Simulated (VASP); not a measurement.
Given:

```xyz
71
Lattice="4.8683 -8.4322 0.0000 4.8683 8.4322 0.0000 0.0000 0.0000 10.5563" Properties=species:S:1:pos:R:3 pbc="T T T"
Ga     1.6095    -0.9332     2.6320
Ga     1.6227     0.9349    10.5511
Ga     1.6219    -0.9326     7.9138
Ga     1.6111     0.9419     5.2905
Ga     3.2321     1.8749     2.6329
Ga     3.2470     3.7468    10.5508
Ga     3.2396     1.8731     7.9197
Ga     3.2556     3.7540     5.2952
Ga     4.8667     4.6808     2.6315
Ga     4.8685     6.5563    10.5510
Ga     4.8688     4.6850     7.9243
Ga     4.8675     6.5451     5.2929
Ga     3.2440    -3.7647     2.6312
Ga     3.2431    -1.8764    10.5518
Ga     3.2476    -3.7511     7.9141
Ga     3.2398    -1.8791     5.2765
Ga     4.8646    -0.9426     2.5605
Ga     4.8675     0.9348    10.5550
Ga     4.8663    -0.9388     7.9352
Ga     4.8658     0.9565     5.2880
Ga     6.5000     1.8736     2.6323
Ga     6.4898     3.7465    10.5511
Ga     6.4950     1.8719     7.9192
Ga     6.4782     3.7556     5.2933
Ga     4.8646    -6.5633     2.6287
Ga     4.8671    -4.6855    10.5517
Ga     4.8663    -6.5596     7.9242
Ga     4.8664    -4.6978     5.2897
Ga     6.4883    -3.7656     2.6322
Ga     6.4906    -1.8769    10.5533
Ga     6.4855    -3.7527     7.9174
Ga     6.5026    -1.8837     5.2831
Ga     8.1208    -0.9363     2.6318
Ga     8.1122     0.9342    10.5510
Ga     8.1142    -0.9357     7.9177
Ga     8.1207     0.9406     5.2915
N      1.6301    -0.9347     4.6260
N      1.6209     0.9331     1.9841
N      1.6291    -0.9422     9.9023
N      1.6210     0.9383     7.2686
N      3.2450     1.8655     4.6273
N      3.2433     3.7429     1.9856
N      3.2525     1.8693     9.9066
N      3.2450     3.7479     7.2715
N      4.8666     4.6844     4.6213
N      4.8665     6.5554     1.9848
N      4.8680     4.6836     9.9073
N      4.8680     6.5585     7.2693
N      3.2510    -3.7439     4.6253
N      3.2434    -1.8776     2.0077
N      3.2442    -3.7418     9.9027
N      3.2527    -1.8703     7.2495
N      4.8657     0.9298     2.0108
N      4.8672    -0.9396     9.9196
N      4.8670     0.9280     7.2571
N      6.4881     1.8650     4.6270
N      6.4901     3.7423     1.9851
N      6.4825     1.8681     9.9065
N      6.4905     3.7464     7.2697
N      4.8656    -6.5613     4.6201
N      4.8663    -4.6885     1.9837
N      4.8669    -6.5600     9.9072
N      4.8669    -4.6872     7.2675
N      6.4828    -3.7461     4.6260
N      6.4863    -1.8781     2.0091
N      6.4911    -3.7425     9.9050
N      6.4818    -1.8715     7.2537
N      8.1033    -0.9356     4.6263
N      8.1108     0.9310     1.9842
N      8.1061    -0.9441     9.9052
N      8.1133     0.9351     7.2699
```
Cell charge -1.

The numbers are results of HSE06 screened hybrid, VASP's PBE PAW potentials (set 64) (plane waves; VASP), not measurements. Numerical set-up: PREC = Normal, LREAL = Auto, ISYM = 0, NELECT = 284.0, EDIFF = 1E-5, 400 eV cut-off, 1×1×1 Γ-centred mesh, Gaussian smearing of 0.050 eV, potentials Ga N.

The cell is charged, with a uniform compensating background. The supercell is sampled at Γ alone, which is coarse: total energies, pressure and levels can be off, energies of defects by several tenths of an eV.

### Question
Estimate the energy per atom (σ→0).

### Answer

* **energy per atom (σ→0)**: -7.179 eV/atom

Total energies compare only between runs with the same potentials, cut-off and functional.

The cell is a supercell with a defect, built from GaN (wurtzite): vac_N, charge -1. The cell's shape comes from a PBE relaxation. The run is not spin-polarised, so no state with unpaired spins was tried.
